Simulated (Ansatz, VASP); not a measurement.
## Al (Al wire along [110], 4 atoms a period): VASP beside Ansatz

One calculation is typed for both programs; each brings its own data sets. How far apart do they land? Of the first pair: The structure shown is the start of the Ansatz relaxation below; VASP solves that cell, so the two are compared at the walk's first step.

Method: plane waves, with VASP 6.6.1 beside it; single point at PBE, in Ansatz 0.2.0.

### 1. The starting structure

The cell holds 4 atoms: 4 Al. Its edges and angles: a = 8.820 Å, b = 11.085 Å, c = 2.857 Å, α = 90.0°, β = 90.0°, γ = 90.0°. Vacuum lies along a and b. The structure's axis is c.

As a file:

```cif
data_structure
_symmetry_space_group_name_H-M 'P 1'
_symmetry_Int_Tables_number 1
_cell_length_a 8.8200
_cell_length_b 11.0850
_cell_length_c 2.8567
_cell_angle_alpha 90.000
_cell_angle_beta 90.000
_cell_angle_gamma 90.000
_cell_volume 279.30
loop_
_atom_site_label
_atom_site_type_symbol
_atom_site_fract_x
_atom_site_fract_y
_atom_site_fract_z
_atom_site_occupancy
Al1 Al 0.38549 0.43557 0.00000 1
Al2 Al 0.61451 0.30672 0.50000 1
Al3 Al 0.61451 0.56443 0.50000 1
Al4 Al 0.38549 0.69328 0.00000 1
```

### 2. Ansatz: relaxation, PBE

Ansatz runs on its default PAW (the set named soft_2) files.

The two programs are compared at the cell with which this relaxation starts, whose forces are those of its first step.

Input file input.yaml:

```yaml
crystal:
  lattice:
    - [8.82, 0.0, 0.0]
    - [0.0, 11.085, 0.0]
    - [0.0, 0.0, 2.856711396]
  atoms:
    - { symbol: Al, position: [0.385487528, 0.435575616, 0.0] }
    - { symbol: Al, position: [0.614512472, 0.306720794, 0.5] }
    - { symbol: Al, position: [0.614512472, 0.564430437, 0.5] }
    - { symbol: Al, position: [0.385487528, 0.693285259, 0.0] }
kpoints:
  mp_grid: { grid: [1, 1, 29] }
scf:
  occupations: { method: fermi_dirac, width: 0.05 }
hamiltonian:
  xc: pbe
relax:
  cell: { fix: [a, b, alpha, beta, gamma] }
  max_steps: 60
```

Launch:

```sh
> ansatz run input.yaml --threads 4 --pin off --max-ram 16384MiB --backend cpu --events-out ev --progress --plain --runs-dir out
```

Numbers of over 12 decimals in the logs are rounded to 6 here.

What it wrote:

```text
Engine: ansatz 0.2.0, aarch64-unknown-linux-gnu
Pseudopotentials: kind: paw
Pseudopotential: Al, paw, valence charge 3, recommended cutoff 420 eV (normal), Al.paw.azcp
Functional definition: PBE
  parameter kappa = 0.804
  parameter beta = 0.066725
  exchange = pbe_x(kappa = kappa, mu = beta*pi^2/3)
  correlation = pbe_c(beta = beta)
Crystal: 4 atoms, lattice volume = 279.300 Å³
Basis set: ecut = 420 eV, 5477 PW (Γ), exchange–correlation on 120×150×40 points (8 copies of the dense FFT grid, shifted against one another)
Bands: 10, of which v1, the nominal top of the filled ones, is band 6 counted from 1 (5 counted from 0)
Symmetry: 4 space group operations
Space group: P21/m (ITA 11), of the structure as read, at distance tolerance 6.5e-5 Å
k-points: 15 of 29
Non-local potential: Al, projectors of the file, l = 0: 2, l = 1: 2, l = 2: 1
PAW form: soft (Blöchl's): semilocal exchange-correlation on the pseudo side does not see the compensation charge
PAW one-centre angular grid: Al, 110 points (default); XC on 64 Gauss nodes
Initial density: superposition of atomic densities (neutral atoms: chi_scale 0, normalization atom), corrected by the library's trained network
Initial wavefunctions: pseudopotential atomic-orbital guess
Functional: x = pbe(κ = 0.804, μ = 0.219515), c = pbe(β = 0.066725)
SCF iter   1: F=—  HF=-2146.593454 eV  |F-HF|=—  |Δ(HF+E_count)|=         —  Δρ=1.74e-3  dr2=4.81e-2  ethr=1.77e-3  ⟨swp⟩=8.4  Hψ=1371  notcnv=0
preconditioner: auto → LDOS  [metal: Δε(μ)=0.027 eV  Ē_g=4.932 eV  σ=0.050 eV  W_gap=0.14  n_scr=20 (ndim 8)  ℏωp=7.7 eV  f_vac=0.390  D(μ)=2.93/eV (n_scr^D=14)  β→1.0]
SCF iter   2: F=—  HF=-2146.586780 eV  |F-HF|=—  |Δ(HF+E_count)|=   6.67e-3  Δρ=7.30e-4  dr2=2.82e-3  ethr=4.01e-4  ⟨swp⟩=2.3  Hψ=335  notcnv=0
SCF iter   3: F=—  HF=-2146.587500 eV  |F-HF|=—  |Δ(HF+E_count)|=   7.21e-4  Δρ=1.98e-4  dr2=4.52e-4  ethr=2.35e-5  ⟨swp⟩=2.1  Hψ=270  notcnv=0
SCF iter   4: F=—  HF=-2146.587460 eV  |F-HF|=—  |Δ(HF+E_count)|=   4.07e-5  Δρ=4.61e-5  dr2=1.61e-5  ethr=3.76e-6  ⟨swp⟩=2.2  Hψ=230  notcnv=0
SCF iter   5: F=—  HF=-2146.587620 eV  |F-HF|=—  |Δ(HF+E_count)|=   1.60e-4  Δρ=1.04e-5  dr2=1.00e-6  ethr=1.34e-7  ⟨swp⟩=2.3  Hψ=240  notcnv=0
SCF iter   6: F=-2146.587620 eV  HF=-2146.587620 eV  |F-HF|=6.54e-9  |Δ(HF+E_count)|=   1.41e-7  Δρ=2.64e-6  dr2=4.04e-8  ethr=8.33e-10  ⟨swp⟩=5.3  Hψ=593  notcnv=0
SCF 1 converged in 6 iterations: F = -2146.587620 eV  dr2 = 4.04e-8
  greatest PAW one-centre occupation: 0.498 electrons in one spin orbital (limit 2), on the Al atom at site 3 (counted from 0), in its partial waves of l = 0
relax step   1: F+E_penalty+E_count = -2146.58762017 eV  Δ(F+E_penalty+E_count) = +0.000e0 eV  max|allowed force component| = 3.721e-1 eV/Å  Δτ_max = 0.0000 Å  P = -1.731 GPa  Ω = 279.300 Å³  fix = [a, b, alpha, beta, gamma]  reactions: a -0.193, b -0.943 GPa; gamma -0.358 GPa/rad  (6 SCF iters, dr2 threshold 1.00e-7 eV, accepted)
[...]
relax step  14: F+E_penalty+E_count = -2147.23494049 eV  Δ(F+E_penalty+E_count) = -2.174e-3 eV  max|allowed force component| = 2.313e-2 eV/Å  Δτ_max = 0.1522 Å  P = -0.292 GPa  Ω = 252.101 Å³  energy of the carried Pulay correction = +2.481e-3 eV  fix = [a, b, alpha, beta, gamma]  reactions: a -0.681, b -0.056 GPa; gamma -0.033 GPa/rad  (6 SCF iters, dr2 threshold 8.81e-8 eV, accepted)
[...]
relax step  15: F+E_penalty+E_count = -2147.23514900 eV  Δ(F+E_penalty+E_count) = -2.085e-4 eV  max|allowed force component| = 1.802e-2 eV/Å  Δτ_max = 0.0192 Å  P = -0.165 GPa  Ω = 251.240 Å³  energy of the carried Pulay correction = +2.564e-3 eV  fix = [a, b, alpha, beta, gamma]  reactions: a -0.578, b -0.002 GPa; gamma +0.043 GPa/rad  (6 SCF iters, dr2 threshold 4.93e-8 eV, accepted)
[...]
relax step  16: F+E_penalty+E_count = -2147.23537440 eV  Δ(F+E_penalty+E_count) = -2.254e-4 eV  max|allowed force component| = 7.315e-3 eV/Å  Δτ_max = 0.0119 Å  P = -0.218 GPa  Ω = 251.654 Å³  energy of the carried Pulay correction = +2.524e-3 eV  fix = [a, b, alpha, beta, gamma]  reactions: a -0.610, b -0.038 GPa; gamma -0.009 GPa/rad  (5 SCF iters, dr2 threshold 2.03e-8 eV, accepted)
[...]
relax step  17: F+E_penalty+E_count = -2147.23440434 eV  Δ(F+E_penalty+E_count) = +9.701e-4 eV  max|allowed force component| = 7.528e-3 eV/Å  Δτ_max = 0.0000 Å  P = -0.226 GPa  Ω = 251.654 Å³  fix = [a, b, alpha, beta, gamma]  reactions: a -0.615, b -0.044 GPa; gamma -0.008 GPa/rad  stress off target by 2.04e-2 GPa on what of the cell is left free  SCF on the basis re-selected at this cell (its energy is not comparable with the rows above)  (5 SCF iters)
basis re-selected at this cell: Δ(F+E_penalty+E_count) = +9.701e-4 eV, ΔP = -0.008 GPa vs the last step (what re-selecting the basis moved, of the pressure what is left beyond the Pulay correction that the steps carried, after the strain that the cell walked since its last selection, with what the two solves' SCF thresholds leave and, on support functions, any second-order correction that the steps lacked; it is no measure of the basis error at this ecutwfc). The dense FFT grid was sized anew with the basis: this SCF ran on 60×75×18 points, the steps before it on 60×75×20, so part of this shift can come from that change (see relax.cell in the input reference). [rest of the remark cut]
SCF converged after 5 iterations
Free energy (F): -2147.234404 eV
Harris-Foulkes:  -2147.234404 eV  (|F-HF|=8.64e-12)
Internal energy: -2147.220244 eV  (E = F + TS)
E sigma→0 (E₀):  -2147.227324 eV
Entropy (-TS):   -0.014161 eV (-3.540 meV/atom)
Fermi energy:    -1.003301 eV
--- Per-component energies (eV) ---
  E_band       = -54.544134
  E_kinetic    = 81.664932
  E_local      = -526.317153  (includes V_loc(G=0)·N_el)
  E_nonlocal   = 43.595005
  E_hartree    = 234.290484
  E_xc         = -152.598485
  E_vxc        = -107.161321  (∫ρ·V_xc dr)
  E_paw        = -1869.584101  (= ΣΔE_a)
  E_vpaw       = -14.906525  (= ΣTr[D̂ρ^β])
  E_aug_tail   = -0.000008  (compensation charges beyond the density's cutoff)
  E_ewald      = 41.729083
  E_smearing   = -0.014161  (= −TS)
  E_closure    = -0.000000  (closes the sum)
  Σ components = -2147.234404   (vs F -2147.234404, Δ=0.00e0)
--- Forces (eV/Å), atoms counted from 1 ---
  atom   1  Al    -0.00752764    -0.00131705     0.00000000
  atom   2  Al    -0.00056379     0.00586325     0.00000000
  atom   3  Al     0.00752764     0.00131705     0.00000000
  atom   4  Al     0.00056379    -0.00586325     0.00000000
  max |Σ_I F_I| component: 8.67e-19 eV/Å
--- Stress (GPa, compression-positive) ---
       -0.614667       0.008352       0.000000
        0.008352      -0.043755       0.000000
        0.000000       0.000000      -0.020436
  P = ⅓ Tr σ = -0.2263 GPa (-2.263 kbar)
--- Relaxed structure (16 steps of the walk, 15 accepted, 1 SCFs on fresh bases) ---
  F+E_penalty+E_count = -2147.23440434 eV   max|allowed force component| = 7.528e-3 eV/Å   (the final SCF, on the basis selected at the relaxed cell)
  cell:  # Å, volume = 251.6538 Å³
    - [8.82, 0, 0.0]
    - [0, 11.085, 0.0]
    - [0.0, 0.0, 2.573945]
  atoms:
    - { symbol: Al, position: [0.429467, 0.393169, 0.0] }
    - { symbol: Al, position: [0.710518, 0.385560, 0.5] }
    - { symbol: Al, position: [0.570533, 0.606837, 0.5] }
    - { symbol: Al, position: [0.289482, 0.614446, 0.0] }
```

Reading the cycles: dr2 is the Hartree energy of the density residual (eV), the measure of convergence; HF is the Harris–Foulkes estimate of the energy, which meets the free energy F at convergence.

### 3. VASP: single point, PBE, start cell, pair 1

The same cell, functional, mesh and smearing now go to VASP, with its own data sets.

Lines of VASP's logs that name or quote its potential files are left out, and so is its time.

Input file INCAR:

```
SYSTEM = Al
PREC = Accurate
ENCUT = 400
EDIFF = 1E-06
NELM = 120
ISMEAR = -1
SIGMA = 0.05
LREAL = .FALSE.
ALGO = Normal
GGA = PE
NBANDS = 12
LORBIT = 11
LWAVE = .FALSE.
LCHARG = .FALSE.
ISIF = 2
LASPH = .TRUE.
GGA_COMPAT = .FALSE.
```

Input file POSCAR:

```
Al
1.0
    8.8200000000      0.0000000000      0.0000000000
    0.0000000000     11.0850000000      0.0000000000
    0.0000000000      0.0000000000      2.8567110000
Al
4
Direct
    0.3854875283      0.4355726207      0.0000000000
    0.6145124717      0.3067177718      0.5000000000
    0.6145124717      0.5644273793      0.5000000000
    0.3854875283      0.6932822282      0.0000000000
```

Input file KPOINTS:

```
Automatic mesh
0
Gamma
1 1 29
0 0 0
```

Potentials, in the order of the species: Al (PBE family, release 64).

Launch:

```sh
> mpirun -np 1 vasp_std
```

What it wrote:

```text
[banner, memory and clock lines left out]
running    1 mpi-ranks, on    1 nodes
 distrk:  each k-point on    1 cores,    1 groups
 distr:  one band on    1 cores,    1 groups

 POSCAR found type information on POSCAR Al
 POSCAR found :  1 types and       4 ions
 LDA part: xc-table for (Slater+PW92), standard interpolation
 POSCAR, INCAR and KPOINTS ok, starting setup
 FFT: planning ... GRIDC
 FFT: planning ... GRID_SOFT
 FFT: planning ... GRID
 WAVECAR not read
 entering main loop
       N       E                     dE             d eps       ncg     rms          rms(c)
DAV:   1     0.233055020606E+02    0.23306E+02   -0.30293E+03   360   0.540E+02
DAV:   2    -0.105921014834E+02   -0.33898E+02   -0.32493E+02   488   0.836E+01
DAV:   3    -0.123390128932E+02   -0.17469E+01   -0.16934E+01   452   0.199E+01
DAV:   4    -0.123975123925E+02   -0.58499E-01   -0.58465E-01   540   0.472E+00
DAV:   5    -0.124001953717E+02   -0.26830E-02   -0.26829E-02   580   0.940E-01    0.287E+00
DAV:   6    -0.116820953967E+02    0.71810E+00   -0.16160E+00   400   0.450E+00    0.140E+00
DAV:   7    -0.115733025987E+02    0.10879E+00   -0.50390E-01   436   0.274E+00    0.531E-01
DAV:   8    -0.115609055395E+02    0.12397E-01   -0.41157E-02   448   0.111E+00    0.231E-01
DAV:   9    -0.115567651686E+02    0.41404E-02   -0.83735E-03   436   0.410E-01    0.111E-01
DAV:  10    -0.115573801812E+02   -0.61501E-03   -0.20271E-03   400   0.222E-01    0.653E-02
DAV:  11    -0.115594275316E+02   -0.20474E-02   -0.20371E-03   376   0.232E-01    0.362E-02
DAV:  12    -0.115602263578E+02   -0.79883E-03   -0.35337E-04   424   0.109E-01    0.142E-02
DAV:  13    -0.115605603589E+02   -0.33400E-03   -0.11988E-04   388   0.737E-02    0.919E-03
DAV:  14    -0.115606571922E+02   -0.96833E-04   -0.42842E-05   392   0.384E-02    0.510E-03
DAV:  15    -0.115606634605E+02   -0.62683E-05   -0.10128E-05   428   0.165E-02    0.245E-03
DAV:  16    -0.115606643931E+02   -0.93258E-06   -0.19049E-06   388   0.787E-03
   1 F= -.11560664E+02 E0= -.11550132E+02  d E =-.210655E-01
```

(Continued in part 2 of 2.)

[Lines on the potential files, build, host, timing and source positions are cut from VASP's logs without a mark.]

[Logs are printed without paths, hosts, clocks, repeated set-up lines and the standing remarks that a program may print on its own settings, such as how far it seeks lower states.]

[Hosts, paths, dates, database ids (printed as entryN), source tags and the programs' standing remarks are cut or masked in the printed files.]
